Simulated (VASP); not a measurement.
Elastic constants (GPa) of a crystal from VASP with PBE GGA, VASP's PBE PAW potentials (set 64):

```tsv
	xx	yy	zz	yz	xz	xy
xx	66.9	17.3	17.3	0.0	0.0	0.0
yy	17.3	66.9	17.3	0.0	0.0	0.0
zz	17.3	17.3	66.9	0.0	0.0	0.0
yz	0.0	0.0	0.0	27.9	0.0	0.0
xz	0.0	0.0	0.0	0.0	27.9	0.0
xy	0.0	0.0	0.0	0.0	0.0	27.9
```

Work out the Voigt, Reuss and Hill moduli, Young's modulus and Poisson's ratio.

All eigenvalues are positive (smallest 27.9 GPa), so the crystal is stable. K_V = (C11+C22+C33+2(C12+C13+C23))/9 = (200.7 + 2×51.9)/9 = 33.8 GPa; G_V = (200.7 − 51.9 + 3×83.7)/15 = 26.7 GPa. From the compliances, K_R = 33.8 GPa and G_R = 26.6 GPa. Hill: K = 33.8 GPa, G = 26.6 GPa, E = 9KG/(3K+G) = 63.3 GPa, ν = (3K−2G)/(2(3K+G)) = 0.188. K/G = 1.27, below Pugh's 1.75; universal anisotropy A^U = 0.02.

With a density of 2.86 g/cm³, what are the mean sound speeds?

v_l = √((K+4G/3)/ρ) = 4.93 km/s and v_t = √(G/ρ) = 3.05 km/s. The crystal is Li$_{2}$Se (antifluorite), cubic.

The compound is Li2Se in the antifluorite structure. The cell was not relaxed at this level.
